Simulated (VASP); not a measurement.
A run of VASP 6.6.1 is set up as follows.

INCAR

```
ALGO     = Fast           # electronic algorithm
EDIFF    = 1E-4           # SCF threshold, eV
EDIFFG   = -0.08          # ionic threshold
ENCUT    = 520            # plane-wave cutoff, eV
GGA      = PE             # functional
IBRION   = 2              # ionic algorithm
ISIF     = 3              # what is computed and relaxed
ISMEAR   = 0              # smearing method
ISPIN    = 2              # spin polarisation
KPAR     = 4            
LASPH    = True           # aspherical terms in the spheres
LCHARG   = False          # write CHGCAR
LMAXMIX  = 4              # l up to which the mixer works
LORBIT   = 11             # projections on sites
LREAL    = False          # projectors in reciprocal space
LWAVE    = False          # write WAVECAR
MAGMOM   = 0 2 0 0 0 0    # initial moments
NELM     = 60             # most SCF steps
NSW      = 24             # ionic steps
PREC     = Normal         # precision mode
SIGMA    = 0.15           # smearing width, eV
```

KPOINTS

```
k-points
0
Gamma
  4 4 2
```

POSCAR

```
NbVTe4
1.0
    2.8456134600     -2.9086983500      0.0000000000
    2.8456134600      2.9086983500      0.0000000000
    0.0000000000      0.0000000000     11.0860453300
Nb V Te
1 1 4
Direct
    0.0000000000      0.0000000000      0.5000000000
    0.5000000000      0.5000000000      0.5000000000
    0.5000000000      0.5000000000      0.2804286800
    0.5000000000      0.5000000000      0.7195713200
    0.5000000000      0.5000000000      0.0000000000
    0.0000000000      0.0000000000      0.0000000000
```

Potentials or basis: VASP PAW PBE potentials, release 64 (Nb_sv, V_sv, Te).

Launch:

```bash
$ cat potpaw_PBE.64/Nb_sv/POTCAR potpaw_PBE.64/V_sv/POTCAR potpaw_PBE.64/Te/POTCAR > POTCAR
$ mpirun -np 4 vasp_std > vasp.out
```

Question: Predict the band gap on the k mesh.

Answer: None (metal or under the smearing width).

Question: Predict the net moment.

Answer: 0.15 μB per cell.

Question: Estimate the relaxed cell.

Answer: a = 3.983 Å, b = 3.983 Å, c = 13.340 Å, α = 90.00°, β = 90.00°, γ = 89.98°.

Final structure:
```yaml
crystal:
  lattice:
    - [2.81697, -2.81601, 0.00000]
    - [2.81697, 2.81601, 0.00000]
    - [0.00000, 0.00000, 13.33964]
  atoms:
    - { symbol: Nb, position: [0.00000, 0.00000, 0.50000] }
    - { symbol: V, position: [0.50000, 0.50000, 0.50000] }
    - { symbol: Te, position: [0.50000, 0.50000, 0.31659] }
    - { symbol: Te, position: [0.50000, 0.50000, 0.68341] }
    - { symbol: Te, position: [0.50000, 0.50000, 0.00000] }
    - { symbol: Te, position: [0.00000, 0.00000, 0.00000] }
```

Caveat: the k mesh is coarse (spacing up to 0.39 Å⁻¹), so the values aren't converged. Spin-orbit coupling is left out, which matters for the levels of Te.
